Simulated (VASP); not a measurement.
A run of VASP 6.6.1 is set up as follows.

POSCAR

```
BN                                      
1.0
    2.5068152415      0.0000000000      0.0000000000
   -1.2534076208      2.1709656770      0.0000000000
    0.0000000000      0.0000000000      6.5854715462
  B               N             
     2     2
Direct
     0.3333333300000021    0.6666666699999979    0.2500000000000000
     0.6666666699999979    0.3333333300000021    0.7500000000000000
     0.3333333300000021    0.6666666699999979    0.7500000000000000
     0.6666666699999979    0.3333333300000021    0.2500000000000000
```

File INCAR.step1:

```
SYSTEM = BN
  PREC = Accurate
  ENCUT = 520
  EDIFF = 1E-5
  ISMEAR = 0
  SIGMA = 0.02
  LREAL = .False.
  LASPH = .True.
  NELM = 100
  ALGO = Normal
  ISIF = 2
  LWAVE = .True.
  LCHARG = .False.
  NBANDS = 16
  KPAR = 4
  GGA = PE
```

The input INCAR.step2:

```
SYSTEM = BN
  PREC = Accurate
  ENCUT = 520
  EDIFF = 1E-7
  ISMEAR = 0
  SIGMA = 0.02
  LREAL = .False.
  LASPH = .True.
  NELM = 100
  ALGO = Normal
  ISIF = 2
  LWAVE = .False.
  LCHARG = .False.
  GGA = PE
  LHFCALC = .True.
  AEXX = 0.25
  PRECFOCK = Fast
  HFRCUT = -1
  NBANDS = 16
  KPAR = 4
  ISTART = 1
```

File KPOINTS:

```
regular mesh
0
Gamma
  9 9 4
  0 0 0
```

Contents of KPOINTS_OPT:

```
path GMKGALHA,LM,KH
12
line-mode
reciprocal
 0.0000000000  0.0000000000  0.0000000000  G
 0.5000000000  0.0000000000  0.0000000000  M

 0.5000000000  0.0000000000  0.0000000000  M
 0.3333333333  0.3333333333  0.0000000000  K

 0.3333333333  0.3333333333  0.0000000000  K
 0.0000000000  0.0000000000  0.0000000000  G

 0.0000000000  0.0000000000  0.0000000000  G
 0.0000000000  0.0000000000  0.5000000000  A

 0.0000000000  0.0000000000  0.5000000000  A
 0.5000000000  0.0000000000  0.5000000000  L

 0.5000000000  0.0000000000  0.5000000000  L
 0.3333333333  0.3333333333  0.5000000000  H

 0.3333333333  0.3333333333  0.5000000000  H
 0.0000000000  0.0000000000  0.5000000000  A

 0.5000000000  0.0000000000  0.5000000000  L
 0.5000000000  0.0000000000  0.0000000000  M

 0.3333333333  0.3333333333  0.0000000000  K
 0.3333333333  0.3333333333  0.5000000000  H
```

Potentials or basis: VASP PAW PBE potentials, release 64 (B, N).

Launch:

```bash
$ cat potpaw_PBE.64/B/POTCAR potpaw_PBE.64/N/POTCAR > POTCAR
$ cp INCAR.step1 INCAR
$ mpirun -np 4 vasp_std > vasp.out
$ cp INCAR.step2 INCAR
$ mpirun -np 4 vasp_std > vasp.out
```

Task: Estimate the pressure.

Result: -2.3 GPa.

Task: Estimate the band gap along the path.

Result: 6.26 eV, indirect (least direct gap 6.77 eV).

Stress tensor (GPa, compression positive):
```
-4.56  0.00  0.00
 0.00 -4.56  0.00
 0.00  0.00  2.32
```

Caveat: the PAW data sets were made with another functional, which shifts forces and pressure a little; the mesh misses the band edges, which the band path finds closer together; this functional lacks dispersion, which binds the layers, so the pressure and a relaxed spacing across them are unreliable.
